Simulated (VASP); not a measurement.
## Relaxed cell of Bismuth: a test of cutoff and mesh

How far does the relaxed cell of Bismuth depend on cutoff and k mesh? The starting structure is a measured crystal structure from the Crystallography Open Database. The first relaxation on each setting starts from this cell expanded by 3 % in volume.

Method: Kohn-Sham DFT with plane waves and PAW; PBEsol, in VASP 6.6.1.

### 1. Set-up

The structure is trigonal, space group R-3m (No. 166). Conventional cell: a = 4.546 Å, b = 4.546 Å, c = 11.862 Å, α = 90.00°, β = 90.00°, γ = 120.00°. Nearest to Bi lie 3 Bi at 3.07 Å.

Coordinates:

```cif
data_structure
_symmetry_space_group_name_H-M 'P 1'
_symmetry_Int_Tables_number 1
_cell_length_a 4.7458
_cell_length_b 4.7458
_cell_length_c 4.7458
_cell_angle_alpha 57.233
_cell_angle_beta 57.233
_cell_angle_gamma 57.233
_cell_volume 70.77
loop_
_atom_site_label
_atom_site_type_symbol
_atom_site_fract_x
_atom_site_fract_y
_atom_site_fract_z
_atom_site_occupancy
Bi1 Bi 0.76611 0.76611 0.76611 1
Bi2 Bi 0.23389 0.23389 0.23389 1
```

### 2. Reference relaxation

This run starts from the cell of an earlier relaxation, which isn't shown; the restart sets up the plane waves anew.

Contents of INCAR:

```
SYSTEM = Bi
PREC = Accurate
ENCUT = 450
EDIFF = 1E-06
NELM = 100
ISMEAR = 1
SIGMA = 0.15
LREAL = .FALSE.
ALGO = Normal
GGA = PS
NBANDS = 21
LORBIT = 11
LWAVE = .FALSE.
LCHARG = .FALSE.
KPAR = 4
IBRION = 2
NSW = 50
ISIF = 3
EDIFFG = -0.006
```

Contents of POSCAR:

```
Bi
1.0
    2.2625617728      1.3062906486      3.8818468303
   -2.2625617728      1.3062906486      3.8818468303
    0.0000000000     -2.6125812972      3.8818468303
Bi
2
Direct
    0.7632337183      0.7632337183      0.7632337183
    0.2367662817      0.2367662817      0.2367662817
```

Contents of KPOINTS:

```
Automatic mesh
0
Gamma
12 12 12
0 0 0
```

Potentials, in the order of the species: Bi_d (PBE family, release 64).

The run is started by

```console
> mpirun -np 4 vasp_std
```

What it wrote:

```text
[banner, memory and clock lines left out]
running    4 mpi-ranks, on    1 nodes
 distrk:  each k-point on    1 cores,    4 groups
 distr:  one band on    1 cores,    1 groups

 POSCAR found type information on POSCAR Bi
 POSCAR found :  1 types and       2 ions
|                                                                             |
|               ----> ADVICE to this user running VASP <----                  |
|                                                                             |
|     You enforced a specific xc type in the INCAR file but a different       |
|     [... a line on the potential file left out ...]
|     I HOPE YOU KNOW WHAT YOU ARE DOING!                                     |
|                                                                             |

 LDA part: xc-table for (Slater+PW92), standard interpolation
 POSCAR, INCAR and KPOINTS ok, starting setup
 FFT: planning ... GRIDC
 FFT: planning ... GRID_SOFT
 FFT: planning ... GRID
 WAVECAR not read
 entering main loop
       N       E                     dE             d eps       ncg     rms          rms(c)
DAV:   1     0.289949394294E+03    0.28995E+03   -0.15257E+04  7954   0.158E+03
DAV:   2     0.152870995198E+02   -0.27466E+03   -0.26884E+03  8078   0.420E+02
DAV:   3    -0.780497081063E+01   -0.23092E+02   -0.22808E+02  9456   0.141E+02
DAV:   4    -0.858846371524E+01   -0.78349E+00   -0.78300E+00  9634   0.289E+01
DAV:   5    -0.862087981723E+01   -0.32416E-01   -0.32415E-01 11076   0.520E+00    0.105E+00
DAV:   6    -0.860954511141E+01    0.11335E-01   -0.20758E-02 10426   0.166E+00    0.611E-01
DAV:   7    -0.860516548463E+01    0.43796E-02   -0.13130E-02 10103   0.138E+00    0.119E-01
DAV:   8    -0.860512617981E+01    0.39305E-04   -0.14177E-03  9119   0.470E-01    0.170E-02
DAV:   9    -0.860513396510E+01   -0.77853E-05   -0.56955E-05 12050   0.625E-02    0.840E-03
DAV:  10    -0.860513317549E+01    0.78961E-06   -0.27254E-06  7630   0.141E-02
   1 F= -.86051332E+01 E0= -.86052418E+01  d E =-.860513E+01
 curvature:   0.00 expect dE= 0.000E+00 dE for cont linesearch  0.000E+00
 trial: gam= 0.00000 g(F)=  0.691E-07 g(S)=  0.528E-05 ort = 0.000E+00 (trialstep = 0.100E+01)
 search vector abs. value=  0.535E-05
 reached required accuracy - stopping structural energy minimisation
```

It took 50 s on 4 MPI ranks of AMD EPYC 7R43, shared host; peak memory 1 GiB; 3.3 min of CPU time.

Lines that name or quote the potential files are left out of all logs, and their timing lines are given in words.

Parts of OUTCAR (step 2):

```text
ion  position               nearest neighbor table
   1  0.763  0.763  0.763-   2 3.08   2 3.08   2 3.08   2 3.45   2 3.45   2 3.45
   2  0.237  0.237  0.237-   1 3.08   1 3.08   1 3.08   1 3.45   1 3.45   1 3.45

  LATTYP: Found a trigonal (rhomboedric) cell.
 ALAT       =     4.6791362289
 COS(alpha) =     0.5323730770

 Subroutine GETGRP returns: Found 12 space group operations
 (whereof 12 operations were pure point group operations)

The static configuration has the point symmetry D_3d.

 Found    189 irreducible k-points:

   k-points           NKPTS =    189   k-points in BZ     NKDIM =    189   number of bands    NBANDS=     21

   dimension x,y,z NGX =    32 NGY =   32 NGZ =   32
   dimension x,y,z NGXF=    64 NGYF=   64 NGZF=   64

   ENCUT  =  450.0 eV  33.07 Ry    5.75 a.u.   8.09  8.09  8.09*2*pi/ulx,y,z

   NELECT =      30.0000    total number of electrons

 k-points in reciprocal lattice and weights: Automatic mesh
   0.00000000  0.00000000  0.00000000       0.001
   0.08333333 -0.00000000  0.00000000       0.003
   0.16666667 -0.00000000 -0.00000000       0.003
   0.25000000  0.00000000 -0.00000000       0.003
   0.33333333 -0.00000000 -0.00000000       0.003
   0.41666667 -0.00000000  0.00000000       0.003
   0.50000000  0.00000000 -0.00000000       0.002
   0.08333333  0.08333333  0.00000000       0.003
   0.16666667  0.08333333 -0.00000000       0.007
[...]
-0.41666667  0.50000000  0.41666667       0.003
   0.50000000  0.50000000  0.50000000       0.001

 average (electrostatic) potential at core
       1-104.1310       2-104.1310

 E-fermi :   6.3912

 k-point     1 :       0.0000    0.0000    0.0000
  band No.  band energies     occupation
    ...
     11      -6.7913      2.00000
     12      -0.9988      2.00000
     13       4.9020      2.00000
     14       5.1685      2.00000
     15       5.1685      2.00000
     16       9.1414     -0.00000
     17       9.4588      0.00000
     18       9.4588      0.00000
     19      11.9132      0.00000
     20      12.0862      0.00000
    ...

 k-point     2 :       0.0833   -0.0000    0.0000
  band No.  band energies     occupation
    ...
     11      -6.7246      2.00000
     12      -1.1625      2.00000
     13       4.9370      2.00000
     14       5.1707      2.00000
     15       5.1824      2.00000
     16       8.9835     -0.00000
     17       9.1153     -0.00000
     18       9.2670     -0.00000
     19      11.6117      0.00000
     20      11.8874      0.00000
    ...

 k-point     3 :       0.1667   -0.0000   -0.0000
  band No.  band energies     occupation
    ...
     11      -6.5260      2.00000
     12      -1.6117      2.00000
     13       5.0056      2.00000
     14       5.1829      2.00000
     15       5.2438      2.00000
     16       8.3099     -0.00000
     17       8.6662     -0.00000
     18       8.7936     -0.00000
     19      11.3767      0.00000
     20      12.0540      0.00000
    ...

  Total        0.0092154      0.0092154      0.0070060      0.0000000      0.0000000      0.0000000
  in kB        0.2144830      0.2144830      0.1630622      0.0000000      0.0000000      0.0000000
  external PRESSURE =       0.1973427 kB  Pullay stress =       0.0000000 kB

  energy-cutoff  :      450.00
  volume of cell :       68.84
      direct lattice vectors                 reciprocal lattice vectors
     2.262561773  1.306290649  3.881846830     0.220988442  0.127587736  0.085869780
    -2.262561773  1.306290649  3.881846830    -0.220988442  0.127587736  0.085869780
     0.000000000 -2.612581297  3.881846830     0.000000000 -0.255175472  0.085869780

 POSITION                                       TOTAL-FORCE (eV/Angst)
 -----------------------------------------------------------------------------------
      0.00000      0.00000      8.88827         0.000000     -0.000000     -0.000846
      0.00000      0.00000      2.75727         0.000000      0.000000      0.000846
 -----------------------------------------------------------------------------------
    total drift:                                0.000000      0.000000     -0.000000

  FREE ENERGIE OF THE ION-ELECTRON SYSTEM (eV)
  ---------------------------------------------------
  free  energy   TOTEN  =        -8.6051331755 eV

  energy  without entropy=       -8.6054589220  energy(sigma->0) =       -8.60524176

 reached required accuracy - stopping structural energy minimisation

 total charge
# of ion       s       p       d       tot
------------------------------------------
    1        1.525   1.355   9.914  12.795
    2        1.525   1.355   9.914  12.795
--------------------------------------------------
tot          3.050   2.711  19.829  25.590

[... 3 further parts left out ...]
```

CONTCAR:

```
Bi
   1.00000000000000
     2.2625617727999998    1.3062906486000001    3.8818468303000002
    -2.2625617727999998    1.3062906486000001    3.8818468303000002
     0.0000000000000000   -2.6125812972000002    3.8818468303000002
  Bi
     2
Direct
     0.7632337183000004    0.7632337183000004    0.7632337183000004
     0.2367662816999996    0.2367662816999996    0.2367662816999996
```

The PAW data sets were made with PBE, which is usual practice but a small mismatch for other functionals. The run keeps the 12 symmetry operations of its start, so it cannot find a distortion of lower symmetry.

The reference relaxation ends at 34.419 Å³ an atom.

### 3. Relaxation with a cutoff of 240 eV

Against step 2 the input has ENCUT = 240. This run starts from the cell of an earlier relaxation, which isn't shown; the restart sets up the plane waves anew.

INCAR, as its differences from that of step 2:

```diff
@@ -2,3 +2,3 @@
 PREC = Accurate
-ENCUT = 450
+ENCUT = 240
 EDIFF = 1E-06
```

Contents of POSCAR:

```
Bi
1.0
    2.2556678497      1.3023104403      3.8784484246
   -2.2556678497      1.3023104403      3.8784484246
    0.0000000000     -2.6046208804      3.8784484246
Bi
2
Direct
    0.7630191600      0.7630191600      0.7630191600
    0.2369808400      0.2369808400      0.2369808400
```

KPOINTS is that of step 2.

The run is started by

```console
> mpirun -np 4 vasp_std
```

What it wrote:

```text
[banner, memory and clock lines left out]
running    4 mpi-ranks, on    1 nodes
[...]
[... a notice as in an earlier step ...]

 LDA part: xc-table for (Slater+PW92), standard interpolation
 POSCAR, INCAR and KPOINTS ok, starting setup
[...]
entering main loop
       N       E                     dE             d eps       ncg     rms          rms(c)
DAV:   1     0.229253192893E+03    0.22925E+03   -0.11350E+04  8294   0.102E+03
DAV:   2     0.611069283854E+01   -0.22314E+03   -0.21903E+03  8438   0.333E+02
DAV:   3    -0.828544879312E+01   -0.14396E+02   -0.14286E+02  9385   0.102E+02
DAV:   4    -0.861011684208E+01   -0.32467E+00   -0.32458E+00 10041   0.161E+01
[...]
DAV:   8    -0.860201783104E+01    0.22938E-04   -0.10101E-03  8948   0.346E-01    0.190E-02
DAV:   9    -0.860202747782E+01   -0.96468E-05   -0.33828E-05 11239   0.466E-02    0.852E-03
DAV:  10    -0.860202649440E+01    0.98342E-06   -0.32428E-06  7461   0.177E-02
   1 F= -.86020265E+01 E0= -.86021313E+01  d E =-.860203E+01
[... from here on, the cycles between the ionic steps are left out ...]
   2 F= -.86010201E+01 E0= -.86011194E+01  d E =0.100643E-02
   3 F= -.86044788E+01 E0= -.86045810E+01  d E =-.245229E-02
   4 F= -.86044763E+01 E0= -.86045784E+01  d E =-.244983E-02
   5 F= -.86047825E+01 E0= -.86048936E+01  d E =-.306133E-03
   6 F= -.86051194E+01 E0= -.86052594E+01  d E =-.643069E-03
   7 F= -.86051242E+01 E0= -.86052609E+01  d E =-.647914E-03
   8 F= -.86050861E+01 E0= -.86052247E+01  d E =0.381486E-04
   9 F= -.86051327E+01 E0= -.86052698E+01  d E =-.842549E-05
[...]
reached required accuracy - stopping structural energy minimisation
```

Wall time 3 min (4 MPI ranks); peak memory 0.6 GiB; 12 min of CPU time.

OUTCAR, selected parts (step 3):

```text
  Total       -0.0090120     -0.0090120      0.0072129     -0.0000000      0.0000000      0.0000000
  in kB       -0.2144501     -0.2144501      0.1716389     -0.0000000      0.0000000      0.0000000
  external PRESSURE =      -0.0857537 kB  Pullay stress =       0.0000000 kB

 POSITION                                       TOTAL-FORCE (eV/Angst)
 -----------------------------------------------------------------------------------
      0.00000      0.00000      8.78247        -0.000000     -0.000000     -0.004881
      0.00000      0.00000      2.73962         0.000000      0.000000      0.004881
 -----------------------------------------------------------------------------------
    total drift:                                0.000000     -0.000000     -0.000000

  FREE ENERGIE OF THE ION-ELECTRON SYSTEM (eV)
  ---------------------------------------------------
  free  energy   TOTEN  =        -8.6051326647 eV

  energy  without entropy=       -8.6055440486  energy(sigma->0) =       -8.60526979

[... 2 parts as in an earlier step ...]

[... 2 further parts left out ...]
[key lines of the parts left out:]
E-fermi :   6.6661
```

Logs of long relaxations may skip ionic steps without a mark.

With a cutoff of 240 eV the cell ends at 33.665 Å³ an atom, -2.19 % from the reference, and since the restart alone still moved it by -1.5 % it may not have settled.

### 4. Relaxation with a 7×7×7 mesh

Against step 2 the input has a 7×7×7 mesh. This run starts from the cell of an earlier relaxation, which isn't shown; the restart sets up the plane waves anew.

INCAR, as its differences from that of step 3:

```diff
@@ -2,3 +2,3 @@
 PREC = Accurate
-ENCUT = 240
+ENCUT = 450
 EDIFF = 1E-06
```

Contents of POSCAR:

```
Bi
1.0
    2.2684158423      1.3096704972      3.8466466320
   -2.2684158423      1.3096704972      3.8466466320
    0.0000000000     -2.6193409944      3.8466466320
Bi
2
Direct
    0.7631167868      0.7631167868      0.7631167868
    0.2368832132      0.2368832132      0.2368832132
```

Contents of KPOINTS:

```
Automatic mesh
0
Gamma
7 7 7
0 0 0
```

The run is started by

```console
> mpirun -np 4 vasp_std
```

What it wrote:

```text
[... set-up lines as in an earlier step ...]
 entering main loop
       N       E                     dE             d eps       ncg     rms          rms(c)
DAV:   1     0.292085601744E+03    0.29209E+03   -0.15112E+04  1848   0.159E+03
DAV:   2     0.156689567440E+02   -0.27642E+03   -0.27044E+03  1868   0.421E+02
DAV:   3    -0.781656993579E+01   -0.23486E+02   -0.23139E+02  2193   0.142E+02
DAV:   4    -0.861350651868E+01   -0.79694E+00   -0.79641E+00  2271   0.291E+01
[...]
DAV:   8    -0.862973610092E+01    0.42119E-04   -0.14277E-03  2109   0.467E-01    0.167E-02
DAV:   9    -0.862974402364E+01   -0.79227E-05   -0.56991E-05  2797   0.613E-02    0.858E-03
DAV:  10    -0.862974319889E+01    0.82475E-06   -0.32206E-06  1780   0.174E-02
   1 F= -.86297432E+01 E0= -.86301223E+01  d E =-.862974E+01
[...]
2 F= -.86297437E+01 E0= -.86301290E+01  d E =-.546218E-06
[...]
3 F= -.86297457E+01 E0= -.86301285E+01  d E =-.252135E-05
[...]
4 F= -.86297453E+01 E0= -.86301262E+01  d E =-.213964E-05
[...]
reached required accuracy - stopping structural energy minimisation
```

The job ended after 41 s (4 MPI ranks; peak memory 0.69 GiB).

OUTCAR, selected parts (step 4):

```text
  Total       -0.0095669     -0.0095669     -0.0029136      0.0000000      0.0000000      0.0000000
  in kB       -0.2234787     -0.2234787     -0.0680597      0.0000000      0.0000000      0.0000000
  external PRESSURE =      -0.1716724 kB  Pullay stress =       0.0000000 kB

 POSITION                                       TOTAL-FORCE (eV/Angst)
 -----------------------------------------------------------------------------------
      0.00000      0.00000      8.80751         0.000000     -0.000000      0.000370
      0.00000      0.00000      2.73400         0.000000      0.000000     -0.000370
 -----------------------------------------------------------------------------------
    total drift:                               -0.000000      0.000000     -0.000000

  FREE ENERGIE OF THE ION-ELECTRON SYSTEM (eV)
  ---------------------------------------------------
  free  energy   TOTEN  =        -8.6297453385 eV

  energy  without entropy=       -8.6308879622  energy(sigma->0) =       -8.63012621

[... 1 part as in an earlier step ...]

[... 3 further parts left out ...]
[key lines of the parts left out:]
E-fermi :   6.3254
```

With a 7×7×7 mesh the cell ends at 34.294 Å³ an atom, -0.36 % from the reference, a by +0.3 % and c by -0.9 %.

### 5. All runs side by side

```csv
run,volume (Å³/atom),change (%),pressure left (GPa),core minutes
reference,34.419,-,0.02,70.6
a cutoff of 240 eV,33.665,-2.19,-0.01,34.7
a 7×7×7 mesh,34.294,-0.36,-0.02,14.7
```

Core minutes are wall time times ranks, summed over the relaxations behind a row (those for a bulk modulus apart), on shared hosts.

### 6. Outcome

```yaml
volume_of_the_reference: 34.42 Å³/atom
volume_against_the_reference_a_cutoff_of_240_ev: -2.19 %
volume_against_the_reference_a_7x7x7_mesh: -0.36 %
```

In words: The volume moves most with a cutoff of 240 eV: -2.19 % against the reference (450 eV, 12×12×12 mesh). No finer setting was run, so this doesn't show that the reference is converged. A cell that shrinks at the lower cutoff is the usual mark of Pulay stress, the error that a plane-wave basis makes when it is kept while the volume changes. Further runs on this material are not shown.

[Lines on the potential files, build, host, timing and source positions are cut from VASP's logs without a mark.]

[Logs are printed without paths, hosts, clocks, repeated set-up lines and the standing remarks that a program may print on its own settings, such as how far it seeks lower states.]

[Hosts, paths, dates, database ids (printed as entryN), source tags and the programs' standing remarks are cut or masked in the printed files.]
